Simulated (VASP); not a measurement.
Consider the following.

```xyz
2
Lattice="0.0000 3.0448 3.0448 3.0448 0.0000 3.0448 3.0448 3.0448 0.0000" Properties=species:S:1:pos:R:3 pbc="T T T"
In     0.0000     0.0000     0.0000
As     1.5224     1.5224     1.5224
```

Method: PBEsol GGA, VASP's PBE PAW potentials (set 64) (plane waves; VASP). Run with 400 eV cut-off, 9×9×9 Γ-centred mesh, first-order Methfessel-Paxton smearing of 0.10 eV, potentials In_d As.

Unless said otherwise, spin-orbit coupling is left out, though it shifts the bands of the heavy elements here.

**Question.** Estimate the energy per atom (σ→0), band gap (on the k-mesh) with the smallest direct gap where there is one.

**Answer.** 
The band gap (on the k-mesh) is none (metal, semimetal or under 0.01 eV) and the energy per atom (σ→0) is -4.244 eV/atom.

Total energies compare only between runs with the same potentials, cut-off and functional.

The structure was generated: InAs was put into the zinc blende type (F-43m), which need not be its known phase. It was relaxed first. The start is the result of an earlier pass.
